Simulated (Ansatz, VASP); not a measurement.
# Os (Osmium): VASP beside Ansatz, part 2 of 2

Wanted: the spread between two codes on one cell, functional and k mesh. The cell is taken from a series of runs on this material, whose earlier steps may have relaxed, scaled, displaced or heated it; both programs get it as it stands.

VASP 6.6.1 and Ansatz 0.2.0.

So far: The starting structure; VASP: zone-centre phonons, PBE.

### 3. Ansatz: zone-centre phonons, PBE

Level of this step: Ansatz beside VASP: Kohn-Sham DFT, plane waves, PBE (Ansatz).

Ansatz runs on its default PAW (the set named soft_2) files.

The same cell, functional, mesh and smearing now go to Ansatz, which takes its cutoff from its data sets.

File input.yaml:

```yaml
crystal:
  lattice:
    - [2.7516208293, 0.0, 0.0]
    - [-1.3758104146, 2.3829735397, 0.0]
    - [0.0, 0.0, 4.3530935351]
  atoms:
    - { symbol: Os, position: [0.3333333333, 0.6666666667, 0.25] }
    - { symbol: Os, position: [0.6666666667, 0.3333333333, 0.75] }
kpoints:
  mp_grid: { grid: [6, 6, 4] }
hamiltonian:
  xc: pbe
scf:
  occupations: { method: methfessel_paxton, width: 0.2 }
output:
  eigenvalues: true
phonons:
  method: dfpt
  qmesh: [2, 2, 2]
  temperatures: { t_max: 1000, t_step: 50 }
  qpath:
    path:
      - [[0.0, 0.0, 0.0], [0.5, 0.0, 0.0], [0.33333333, 0.33333333, 0.0], [0.0, 0.0, 0.0], [0.0, 0.0, 0.5], [0.5, 0.0, 0.5], [0.33333333, 0.33333333, 0.5], [0.0, 0.0, 0.5]]
      - [[0.5, 0.0, 0.5], [0.5, 0.0, 0.0]]
      - [[0.33333333, 0.33333333, 0.5], [0.33333333, 0.33333333, 0.0]]
    npoints: 10
```

Started as:

```
$ ansatz run input.yaml --threads 4 --pin off --max-ram 10240MiB --backend cpu --events-out ev --progress --plain --runs-dir out
```

Numbers of over 12 decimals in the logs are rounded to 6 here.

Log:

```text
Engine: ansatz 0.2.0, aarch64-unknown-linux-gnu
Pseudopotentials: kind: paw
Pseudopotential: Os, paw, valence charge 16, recommended cutoff 420 eV (normal), Os.paw.azcp
Functional definition: PBE
  parameter kappa = 0.804
  parameter beta = 0.066725
  exchange = pbe_x(kappa = kappa, mu = beta*pi^2/3)
  correlation = pbe_c(beta = beta)
Crystal: 2 atoms, lattice volume = 28.543 Å³
Basis set: ecut = 420 eV, 573 PW (Γ), exchange–correlation on 40×40×60 points (8 copies of the dense FFT grid, shifted against one another)
Bands: 20, of which v1, the nominal top of the filled ones, is band 16 counted from 1 (15 counted from 0)
Symmetry: 24 space group operations
k-points: 21 of 144
Non-local potential: Os, projectors of the file, l = 0: 3, l = 1: 2, l = 2: 2, l = 3: 1
PAW form: soft (Blöchl's): semilocal exchange-correlation on the pseudo side does not see the compensation charge
PAW one-centre angular grid: Os, 590 points (default); XC on 64 Gauss nodes
Initial density: superposition of atomic densities (neutral atoms: chi_scale 0, normalization atom), corrected by the library's trained network
Initial wavefunctions: pseudopotential atomic-orbital guess
Functional: x = pbe(κ = 0.804, μ = 0.219515), c = pbe(β = 0.066725)
SCF iter   1: F=—  HF=-22769.014469 eV  |F-HF|=—  |Δ(HF+E_count)|=         —  Δρ=1.03e-2  dr2=1.34e-2  ethr=1.77e-3  ⟨swp⟩=4.9  Hψ=3728  notcnv=0  defer=1
automatic band count: the SCF goes on with 24 bands, as 20 were too few: they end inside the smearing window of the response
preconditioner: auto → none  [insulator: Δε(μ)=0.204 eV  Ē_g=11.770 eV  σ=0.200 eV  W_gap=0.62  n_scr=8 (ndim 8)  ℏωp=27.8 eV  f_vac=0.000  D(μ)=1.90/eV (n_scr^D=22)  ε∞_Penn≈6.6]
SCF iter   2: F=—  HF=-22769.015675 eV  |F-HF|=—  |Δ(HF+E_count)|=   1.21e-3  S|Δr|=    0.00e0  Δρ=4.77e-3  dr2=1.77e-3  ethr=4.17e-5  ⟨swp⟩=2.2  Hψ=831  notcnv=0  defer=1
SCF iter   3: F=—  HF=-22769.016940 eV  |F-HF|=—  |Δ(HF+E_count)|=   1.27e-3  S|Δr|=    0.00e0  Δρ=1.00e-3  dr2=6.72e-5  ethr=5.54e-6  ⟨swp⟩=2.4  Hψ=635  notcnv=0  defer=1
SCF iter   4: F=—  HF=-22769.017016 eV  |F-HF|=—  |Δ(HF+E_count)|=   7.60e-5  S|Δr|=    0.00e0  Δρ=5.43e-5  dr2=2.58e-7  ethr=2.10e-7  ⟨swp⟩=2.1  Hψ=610  notcnv=0  defer=1
SCF iter   5: F=—  HF=-22769.017018 eV  |F-HF|=—  |Δ(HF+E_count)|=   1.28e-6  S|Δr|=    0.00e0  Δρ=5.81e-6  dr2=5.46e-9  ethr=8.06e-10  ⟨swp⟩=2.1  Hψ=652  notcnv=0  defer=1
SCF iter   6: F=—  HF=-22769.017018 eV  |F-HF|=—  |Δ(HF+E_count)|=   1.49e-9  S|Δr|=    0.00e0  Δρ=9.49e-7  dr2=7.66e-11  ethr=1.71e-11  ⟨swp⟩=2.8  Hψ=852  notcnv=0  defer=1
SCF iter   7: F=-22769.017018 eV  HF=-22769.017018 eV  |F-HF|=1.09e-11  |Δ(HF+E_count)|=  2.91e-11  S|Δr|=    0.00e0  Δρ=1.38e-7  dr2=1.16e-12  ethr=1.00e-12  ⟨swp⟩=8.0  Hψ=2135  notcnv=0
SCF 1 converged in 7 iterations: F = -22769.017018 eV  dr2 = 1.16e-12
  greatest PAW one-centre occupation: 1.000 electrons in one spin orbital (limit 2), on the Os atom at site 1 (counted from 0), in its partial waves of l = 0
NSCF: frozen V_eff on 21 k-points
NSCF: frozen V_eff on 39 k-points
DFPT response loops at q = (0, 0, 0) (fractional): preconditioner auto → Kerker (q_TF=auto, 2.781 Å⁻¹) (partly filled bands, converged f_vac=0.000); β = 1.00, the filter's whole step (`scf.mixing.beta` (0.50) is not read by the response loops under this deck's `scf.mixing.preconditioner`; to damp them name `kerker` or `kerker_dos`, under which they read `scf.mixing.beta`, and type it under 1.00, their step now; both keys bind the ground state too); Broyden in place of MSR1
NSCF: frozen V_eff on 78 k-points
DFPT response loops at q = (0, 0, -0.5) (fractional): mixed as the last ones told, above
NSCF: frozen V_eff on 78 k-points
DFPT response loops at q = (0, -0.5, 0) (fractional): mixed as the last ones told, above
NSCF: frozen V_eff on 78 k-points
DFPT response loops at q = (0, -0.5, -0.5) (fractional): mixed as the last ones told, above
SCF converged after 7 iterations
Stability not checked: this state was not tested for a lower state beside it, because cold or Methfessel-Paxton smearing, or corrected tetrahedra, fill the levels in a way that the test cannot read (fill_not_monotonic; see scf.lower_state_search)
Free energy (F): -22769.017018 eV
Harris-Foulkes:  -22769.017018 eV  (|F-HF|=1.09e-11)
Internal energy: -22769.016513 eV  (E = F + TS)
E sigma→0 (E₀):  -22769.016892 eV
Entropy (-TS):   -0.000504 eV (-0.252 meV/atom)
Fermi energy:    25.714664 eV
--- Per-component energies (eV) ---
  E_band       = -147.973884
  E_kinetic    = 1122.676701
  E_local      = -1604.690395  (includes V_loc(G=0)·N_el)
  E_nonlocal   = -4.174223
  E_hartree    = 662.421223
  E_xc         = -533.319498
  E_vxc        = -568.004207  (∫ρ·V_xc dr)
  E_paw        = -18023.354097  (= ΣΔE_a)
  E_vpaw       = -418.623998  (= ΣTr[D̂ρ^β])
  E_aug_tail   = -0.000190  (compensation charges beyond the density's cutoff)
  E_ewald      = -4388.576033
  E_smearing   = -0.000504  (= −TS)
  E_closure    = 0.000000  (closes the sum)
  Σ components = -22769.017018   (vs F -22769.017018, Δ=0.00e0)
--- Band table (eV; the first three rows and the last of 21) ---
  k-point 0: bands = [... 12 lower, 22.6503, 23.2270, 23.2270, 23.8843, 23.8843, 25.3956, 27.0348, 27.0348, ... 4 higher]
  k-point 1: bands = [... 12 lower, 22.2626, 22.8127, 22.8127, 23.5090, 24.7996, 24.7996, 27.0231, 27.0231, ... 4 higher]
  k-point 2: bands = [... 12 lower, 22.2325, 22.2325, 22.2325, 22.2325, 26.2598, 26.2598, 26.2598, 26.2598, ... 4 higher]
  k-point 20: bands = [... 12 lower, 22.0244, 22.0244, 24.0572, 24.0572, 26.9757, 26.9757, 33.5530, 33.5530, ... 4 higher]
--- Phonons (Γ-DFPT): 2 representative perturbations + reference (Σ response iterations 6) ---
  ASR residual: 9.244e-5 → 0.000e0 eV/Å²; symmetrization residual: 8.106e-10 eV/Å²
  ASR residual per site (eV/Å²): 9.24e-5 9.24e-5
  Γ frequencies (cm⁻¹): 0.00 0.00 0.00 157.07 157.07 199.04
--- Phonons (arbitrary-q DFPT): 4 irreducible q on the 2×2×2 mesh ---
  q = [0.0000, 0.0000, 0.0000] (star 1, of the zone-centre solve; hermiticity 5.85e-11, symmetrization 2.93e-11): -0.00 0.00 0.00 157.07 157.07 199.04
  q = [0.0000, 0.0000, -0.5000] (star 1, 2 solved perturbations in 60 linear systems a pass and spin channel, the states on 39 of 144 k-point pairs; hermiticity 2.57e-9, symmetrization 1.28e-9): 120.79 120.79 120.79 120.79 155.42 155.42
  q = [0.0000, -0.5000, 0.0000] (star 3, 3 solved perturbations on 39 of 144 k-point pairs; hermiticity 1.45e-4, symmetrization 4.18e-5): 103.89 124.60 135.62 153.21 156.35 168.83
  q = [0.0000, -0.5000, -0.5000] (star 3, 3 solved perturbations on 39 of 144 k-point pairs; hermiticity 3.99e-5, symmetrization 2.18e-6): 109.70 109.70 130.15 130.15 198.71 198.71
  sum rule: each row above includes the acoustic sum rule's correction from the zone centre's row sums; it moved no ω² by more than (0.36 cm⁻¹)²
  mesh force constants: q→R imaginary residual 1.74e-17; ASR residual 9.244e-5 → 0.000e0 eV/Å²; symmetrization residual 1.776e-14 eV/Å²
  interpolated dispersion: 93 rows × 6 modes
  density of states and harmonic sums: on the 26×26×14 q-mesh, interpolated from the force constants of a 2×2×2 supercell (no non-analytic term)
  largest difference from the sums on the solved wave vectors: F 8.32e-2 eV, S 1.15e-4 and C_V 3.23e-5 eV/K
  zero-point energy: 0.051193 eV/cell   skipped modes (ω ≤ 0): 3   left out of the sums: 5.28e-5 of the cell's modes: C_V's classical limit lies that fraction below 3 k_B per atom; for a crystal, a wire or a layer, F and S can be off by more, and a phonons.interpolated_qmesh denser along its periods is the remedy for the sampling
```

### 4. Differences

Known differences besides the potentials themselves: VASP's run holds the zone centre alone; the data sets hold 32 valence electrons in Ansatz (on its default PAW (the set named soft_2) files) and 16 in VASP; the cutoff is 420 eV in Ansatz and 600 eV in VASP. Total energies have different zeros and are not compared.

Both answers:

| quantity | Ansatz | VASP | difference |
| --- | --- | --- | --- |
| optical mode 1 to 2 (cm⁻¹) | 157.1 | 156.1 | +0.62 % |
| optical mode 3 (cm⁻¹) | 199.0 | 197.5 | +0.79 % |

Modes are paired by rising frequency, not by their patterns, so a pair may set unlike modes beside each other; they are those without the splitting of longitudinal modes.

### 5. What came out

- r.m.s. difference of the optical zone-centre modes, each program's sorted by frequency (zone-centre phonons, PBE): 1.2 cm⁻¹
- difference in optical mode 3 (zone-centre phonons, PBE): +0.8 %

The r.m.s. difference of the optical zone-centre modes, each program's sorted by frequency is 1.2 cm⁻¹ (zone-centre phonons, PBE). The data sets hold unlike numbers of valence electrons (32 in Ansatz and 16 in VASP), so part of the differences comes from the potentials. Among the rows given in per cent, the largest difference of the zone-centre phonons, PBE pair is in optical mode 3, +0.8 %. Such differences can come from data sets, numerical settings and the points named under the comparisons, not from the functional's error against experiment.

[Lines on the potential files, build, host, timing and source positions are cut from VASP's logs without a mark.]

[Logs are printed without paths, hosts, clocks, repeated set-up lines and the standing remarks that a program may print on its own settings, such as how far it seeks lower states.]

[Hosts, paths, dates, database ids (printed as entryN), source tags and the programs' standing remarks are cut or masked in the printed files.]
